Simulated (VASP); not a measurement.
Data:

```
CdSe
1.0
    2.19739    -3.80599     0.00000
    2.19739     3.80599     0.00000
    0.00000     0.00000     7.15435
Cd Se
2 2
Direct
  0.66667   0.33333   0.50011
  0.33333   0.66667   0.00011
  0.66667   0.33333   0.87589
  0.33333   0.66667   0.37589
```

These are PW91 GGA, VASP's PBE PAW potentials (set 64) (plane waves; VASP 6.6.1) values and carry that method's errors. Settings: 520 eV cut-off, 5×5×3 Γ-centred mesh, Gaussian smearing of 0.050 eV, potentials Cd Se.

Q: Predict the energy per atom (σ→0).

A: 
The energy per atom (σ→0) is -2.770 eV/atom.

The absolute energy has meaning only against runs of the same code, potentials and settings.

The compound is CdSe in the wurtzite structure. It was relaxed first, which changed the volume by +7 %. The start is the result of an earlier pass.
